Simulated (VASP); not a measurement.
Input:

```xyz
2
Lattice="4.0055 0.0000 0.0000 0.0000 4.0055 0.0000 0.0000 0.0000 4.0055" Properties=species:S:1:pos:R:3 pbc="T T T"
Cs     0.0000     0.0000     0.0000
Cl     2.0028     2.0028     2.0028
```

Level of theory: r2SCAN+rVV10, VASP's PBE PAW potentials (set 64) (plane waves; VASP). Numerical set-up: 520 eV cut-off, 7×7×7 Γ-centred mesh, Gaussian smearing of 0.050 eV, potentials Cs_sv Cl.

### Question
Give the stress tensor in GPa (positive for a compressed cell).

### Answer

```
1.58  0.00  0.00
0.00  1.58  0.00
0.00  0.00  1.58
```
The pressure is its mean diagonal, 1.58 GPa.

The compound is CsCl in the CsCl type structure. This cell is one point of a volume scan, at 0.94 of the reference volume.
